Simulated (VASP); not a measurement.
Computed with LDA (Ceperley-Alder, Perdew-Zunger), VASP's LDA PAW potentials (set 64) (plane waves; VASP 6.6.1).

The input files of a VASP run:

**POSCAR**
```
Zr
1
    3.2392300000     0.0000000000     0.0000000000
   -1.6196150000     2.8052550000     0.0000000000
    0.0000000000     0.0000000000     5.1722200000
Zr
2
Direct
  0.3333330000   0.6666670000   0.2500000000
  0.6666670000   0.3333330000   0.7500000000
```

File KPOINTS:
```
Automatic mesh
0
Gamma
12 12 7
0 0 0
```

**INCAR**
```
ALGO = Normal
EDIFF = 1E-6
EDIFFG = -0.01
ENCUT = 400
IBRION = 2
ISIF = 3
ISMEAR = 1
LASPH = .True.
LCHARG = .False.
LMAXMIX = 4
LREAL = .False.
LWAVE = .False.
NELM = 100
NSW = 60
PREC = Accurate
SIGMA = 0.1
SYSTEM = Zr
```

POTCAR, in this order: Zr_sv (LDA.64 set). Program: vasp_std.

Output

### OUTCAR
```
 ion  position               nearest neighbor table
   1  0.333  0.667  0.250-   2 3.19   2 3.19   2 3.19   2 3.19   2 3.19   2 3.19
   2  0.667  0.333  0.750-   1 3.19   1 3.19   1 3.19   1 3.19   1 3.19   1 3.19
  LATTYP: Found a hexagonal cell.
 ALAT       =     3.2392300000
 C/A-ratio  =     1.5967436706
 Subroutine PRICEL returns:
 Original cell was already a primitive cell.
 Subroutine GETGRP returns: Found 24 space group operations
The static configuration has the point symmetry D_3d.
 The point group associated with its full space group is D_6h.
The dynamic configuration has the point symmetry D_3d.
 Subroutine INISYM returns: Found 24 space group operations
 Subroutine IBZKPT returns following result:
 Found     76 irreducible k-points:

 Following reciprocal coordinates:
            Coordinates               Weight
  0.000000  0.000000  0.000000      1.000000
  0.083333 -0.000000  0.000000      6.000000
  0.166667  0.000000  0.000000      6.000000
  0.250000 -0.000000  0.000000      6.000000
  0.333333  0.000000  0.000000      6.000000
  0.416667 -0.000000  0.000000      6.000000
  0.500000 -0.000000  0.000000      3.000000
...
```

**OSZICAR**
```
       N       E                     dE             d eps       ncg     rms          rms(c)
DAV:   1     0.180758746083E+03    0.18076E+03   -0.12056E+04  2456   0.123E+03
DAV:   2    -0.664564501395E+01   -0.18740E+03   -0.18585E+03  3144   0.371E+02
DAV:   3    -0.191134629969E+02   -0.12468E+02   -0.12429E+02  4536   0.698E+01
DAV:   4    -0.193088554022E+02   -0.19539E+00   -0.19535E+00  2832   0.986E+00
DAV:   5    -0.193131463459E+02   -0.42909E-02   -0.42909E-02  3664   0.107E+00    0.142E+01
DAV:   6    -0.186389246310E+02    0.67422E+00   -0.10344E+00  2560   0.850E+00    0.550E+00
DAV:   7    -0.185016701379E+02    0.13725E+00   -0.62986E-01  3600   0.561E+00    0.107E+00
DAV:   8    -0.185026557545E+02   -0.98562E-03   -0.30206E-02  3544   0.154E+00    0.286E-01
DAV:   9    -0.185028764051E+02   -0.22065E-03   -0.15790E-03  3024   0.386E-01    0.305E-02
DAV:  10    -0.185028626402E+02    0.13765E-04   -0.47716E-05  3576   0.412E-02    0.230E-02
DAV:  11    -0.185028634178E+02   -0.77763E-06   -0.62365E-06  2648   0.327E-02
   1 F= -.18502863E+02 E0= -.18502662E+02  d E =-.185029E+02
       N       E                     dE             d eps       ncg     rms          rms(c)
DAV:   1    -0.234214103158E+02   -0.49185E+01   -0.15784E+02  2888   0.131E+02    0.256E+01
DAV:   2    -0.190006958661E+02    0.44207E+01   -0.11417E+01  2528   0.334E+01    0.641E+00
DAV:   3    -0.182822545674E+02    0.71844E+00   -0.48536E+00  3496   0.170E+01    0.479E+00
DAV:   4    -0.184127161345E+02   -0.13046E+00   -0.40594E-01  3384   0.268E+00    0.184E+00
DAV:   5    -0.184955402284E+02   -0.82824E-01   -0.35713E-01  3632   0.347E+00    0.586E-01
DAV:   6    -0.184926689236E+02    0.28713E-02   -0.14105E-02  3552   0.981E-01    0.197E-01
DAV:   7    -0.184928594514E+02   -0.19053E-03   -0.12984E-03  3592   0.323E-01    0.371E-02
DAV:   8    -0.184928406256E+02    0.18826E-04   -0.26337E-05  2704   0.616E-02    0.943E-03
DAV:   9    -0.184928485423E+02   -0.79167E-05   -0.12337E-05  3552   0.243E-02    0.762E-04
DAV:  10    -0.184928486684E+02   -0.12605E-06   -0.23183E-07  1536   0.484E-03
   2 F= -.18492849E+02 E0= -.18492764E+02  d E =0.100147E-01
       N       E                     dE             d eps       ncg     rms          rms(c)
DAV:   1    -0.196718925060E+02   -0.11790E+01   -0.39133E+01  2696   0.680E+01    0.104E+01
DAV:   2    -0.187886500185E+02    0.88324E+00   -0.41187E+00  3040   0.190E+01    0.393E+00
DAV:   3    -0.185216410196E+02    0.26701E+00   -0.13969E+00  3544   0.947E+00    0.196E+00
DAV:   4    -0.185537456159E+02   -0.32105E-01   -0.13036E-01  3008   0.184E+00    0.836E-01
DAV:   5    -0.185793482910E+02   -0.25603E-01   -0.71192E-02  3704   0.159E+00    0.434E-01
DAV:   6    -0.185803471805E+02   -0.99889E-03   -0.38510E-03  2904   0.509E-01    0.735E-02
DAV:   7    -0.185804274860E+02   -0.80306E-04   -0.13584E-04  3168   0.880E-02    0.405E-02
DAV:   8    -0.185804575837E+02   -0.30098E-04   -0.37214E-05  3208   0.633E-02    0.711E-03
DAV:   9    -0.185804573889E+02    0.19477E-06   -0.89906E-07  1632   0.820E-03
   3 F= -.18580457E+02 E0= -.18580517E+02  d E =-.775940E-01
       N       E                     dE             d eps       ncg     rms          rms(c)
DAV:   1    -0.185809091077E+02   -0.45152E-03   -0.14732E-02  2840   0.129E+00    0.216E-01
DAV:   2    -0.185805394857E+02    0.36962E-03   -0.13806E-03  2984   0.356E-01    0.688E-02
DAV:   3    -0.185804535112E+02    0.85974E-04   -0.48393E-04  3544   0.172E-01    0.400E-02
DAV:   4    -0.185804658202E+02   -0.12309E-04   -0.45559E-05  2912   0.309E-02    0.167E-02
DAV:   5    -0.185804748972E+02   -0.90771E-05   -0.32443E-05  3672   0.338E-02    0.673E-03
DAV:   6    -0.185804748555E+02    0.41754E-07   -0.12813E-06  1768   0.989E-03
   4 F= -.18580475E+02 E0= -.18580539E+02  d E =-.776114E-01
       N       E                     dE             d eps       ncg     rms          rms(c)
DAV:   1    -0.185848556147E+02   -0.43807E-02   -0.22493E-01  2432   0.445E+00    0.337E-01
DAV:   2    -0.185820033378E+02    0.28523E-02   -0.71532E-03  2856   0.667E-01    0.156E-01
DAV:   3    -0.185812247760E+02    0.77856E-03   -0.30475E-03  3296   0.394E-01    0.258E-02
DAV:   4    -0.185812283561E+02   -0.35801E-05   -0.48114E-05  2864   0.674E-02    0.118E-02
DAV:   5    -0.185812285457E+02   -0.18961E-06   -0.27073E-06  2480   0.135E-02
   5 F= -.18581229E+02 E0= -.18581476E+02  d E =-.753690E-03
       N       E                     dE             d eps       ncg     rms          rms(c)
DAV:   1    -0.185886174372E+02   -0.73891E-02   -0.43061E-01  2432   0.615E+00    0.467E-01
DAV:   2    -0.185830961932E+02    0.55212E-02   -0.13837E-02  2880   0.920E-01    0.215E-01
DAV:   3    -0.185815960889E+02    0.15001E-02   -0.58785E-03  3280   0.545E-01    0.356E-02
DAV:   4    -0.185816031282E+02   -0.70393E-05   -0.91916E-05  2904   0.927E-02    0.164E-02
DAV:   5    -0.185816036272E+02   -0.49896E-06   -0.54261E-06  2936   0.186E-02
   6 F= -.18581604E+02 E0= -.18582114E+02  d E =-.112877E-02
```

**OUTCAR**
```
------------------------ aborting loop because EDIFF is reached ----------------------------------------
  FORCE on cell =-STRESS in cart. coord.  units (eV):
  Direction    XX          YY          ZZ          XY          YZ          ZX
  --------------------------------------------------------------------------------------
  Total        0.0143632      0.0143632      0.0111205      0.0000000      0.0000000      0.0000000
  in kB        0.5280804      0.5280803      0.4088607      0.0000000      0.0000000      0.0000000
  external PRESSURE =       0.4883405 kB  Pullay stress =       0.0000000 kB
  volume of cell :       43.58
      direct lattice vectors                 reciprocal lattice vectors
     3.142945007  0.000000000 -0.000000000     0.318172923  0.183697252 -0.000000000
    -1.571472503  2.721869791  0.000000000    -0.000000000  0.367394503  0.000000000
     0.000000000 -0.000000000  5.093978455     0.000000000 -0.000000000  0.196310214
 POSITION                                       TOTAL-FORCE (eV/Angst)
 -----------------------------------------------------------------------------------
     -0.00000      1.81458      1.27349        -0.000000     -0.000000     -0.000000
      1.57147      0.90729      3.82048         0.000000      0.000000      0.000000
 -----------------------------------------------------------------------------------
    total drift:                               -0.000954      0.000551     -0.000018
  FREE ENERGIE OF THE ION-ELECTRON SYSTEM (eV)
  ---------------------------------------------------
  free  energy   TOTEN  =       -18.5816036272 eV

  energy  without entropy=      -18.5831361776  energy(sigma->0) =      -18.58211448

 reached required accuracy - stopping structural energy minimisation
```
(Selected blocks of OUTCAR.)

CONTCAR:
```
Zr
   1.00000000000000
     3.1429450067765590    0.0000000000000000   -0.0000000000000000
    -1.5714725033882795    2.7218697913741292    0.0000000000000000
     0.0000000000000000   -0.0000000000000000    5.0939784552013716
  Zr
     2
Direct
     0.3333330000000032    0.6666669999999968    0.2500000000000000
     0.6666669999999968    0.3333330000000032    0.7500000000000000
```

Energy and stress use the plane-wave basis of the starting cell.

The structure comes from a computed database's Zr entry (P6_3/mmc); how it stands against other phases isn't given here. This run relaxes it. Symmetry was kept, so distortions that lower it aren't found.
